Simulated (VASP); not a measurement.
Given:

```
CELL_PARAMETERS angstrom
      3.71393     0.00000     0.00000
      0.00000     3.71393     0.00000
      0.00000     0.00000     3.71393
ATOMIC_POSITIONS crystal
  Cu 0.00000 0.50000 0.50000
  Cu 0.50000 0.00000 0.50000
  Cu 0.50000 0.50000 0.00000
  Au 0.00000 0.00000 0.00000
```

All values below come from AM05 GGA, VASP's PBE PAW potentials (set 64) (plane waves; VASP 6.6.1). Settings: 520 eV cut-off, 9×9×9 Γ-centred mesh, tetrahedra with Blöchl corrections, potentials Cu Au.

Unless said otherwise, spin-orbit coupling is left out, though it shifts the bands of the heavy elements here.

### Question
What does the run give for the energy per atom (σ→0), band gap (on the k-mesh) with the smallest direct gap where there is one?

### Answer

```
Property                                                     Value
------------------------  ----------------------------------------
band gap (on the k-mesh)  none (metal, semimetal or under 0.01 eV)
energy per atom (σ→0)                               -4.000 eV/atom
```

Only differences to runs with the same potentials and settings are physical.

The compound is Cu3Au in the L1_2 structure. It was relaxed first.
